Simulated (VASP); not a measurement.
Input for VASP

INCAR:
```
SYSTEM = LaAl2BRu2
PREC = Accurate
ENCUT = 400
EDIFF = 1E-6
NELM = 100
ALGO = Normal
LREAL = .FALSE.
LASPH = .TRUE.
ISMEAR = -1
SIGMA = 0.1
GGA = PS
LMAXMIX = 6
LWAVE = .FALSE.
LCHARG = .FALSE.
ISIF = 2
```

File POSCAR:
```
LaAl2BRu2
11.32260
  0.3718668857   0.0000000000   0.0000000000
  0.0000000000   0.3718668857   0.0000000000
  0.0000000000   0.0000000000   0.5000000000
La B Al Ru
1 1 2 2
Cart
  0.0000000000   0.0000000000   0.2500000000
  0.0000000000   0.0000000000   0.0000000000
  0.1859334428   0.1859334428   0.1268500000
  0.1859334428   0.1859334428   0.3731500000
  0.0000000000   0.1859334428   0.0000000000
  0.1859334428   0.0000000000   0.0000000000
```

KPOINTS:
```
Automatic
0
G
4 4 3
```

POTCAR, in this order: La B Al Ru_pv (PBE.64 set). Program: vasp_std.

Q: Write an equivalent input for Quantum ESPRESSO's pw.x.

A: One equivalent input (not run):
```
&CONTROL
  calculation = 'scf'
  pseudo_dir = './pseudo'
  outdir = './out'
  tprnfor = .true.
  tstress = .true.
/
&SYSTEM
  ibrav = 0
  nat = 6
  ntyp = 4
  ecutwfc = 110
  occupations = 'smearing'
  smearing = 'fermi-dirac'
  degauss = 0.00735
  input_dft = 'pbesol'
/
&ELECTRONS
  conv_thr = 7.3e-08
  electron_maxstep = 100
/
ATOMIC_SPECIES
  La 138.905 La.upf
  B 10.810 B.upf
  Al 26.982 Al.upf
  Ru 101.070 Ru.upf
CELL_PARAMETERS angstrom
     4.2105000    0.0000000    0.0000000
     0.0000000    4.2105000    0.0000000
     0.0000000    0.0000000    5.6613000
ATOMIC_POSITIONS crystal
  La   0.0000000  0.0000000  0.5000000
  B    0.0000000  0.0000000  0.0000000
  Al   0.5000000  0.5000000  0.2537000
  Al   0.5000000  0.5000000  0.7463000
  Ru   0.0000000  0.5000000  0.0000000
  Ru   0.5000000  0.0000000  0.0000000
K_POINTS automatic
  4 4 3 0 0 0
```
Limits of the translation: the potentials are each code's own (VASP's PAW set, PseudoDojo norm-conserving files in pw.x), so ENCUT and ecutwfc are chosen apart and not converted; conv_thr bounds pw.x's estimated SCF error, while EDIFF bounds the energy change between steps.

The structure comes from a measured LaAl2BRu2 entry of the Crystallography Open Database, whose conditions weren't checked. The cell was not relaxed at this level. The k-mesh is coarse (spacing up to 0.37 per Å, 2π included), so the numbers may not be converged in it. The run is one of a series of settings (GGA = PS, POTCAR La B Al Ru_pv (PBE.64 set) against the base run), some of them coarse on purpose.
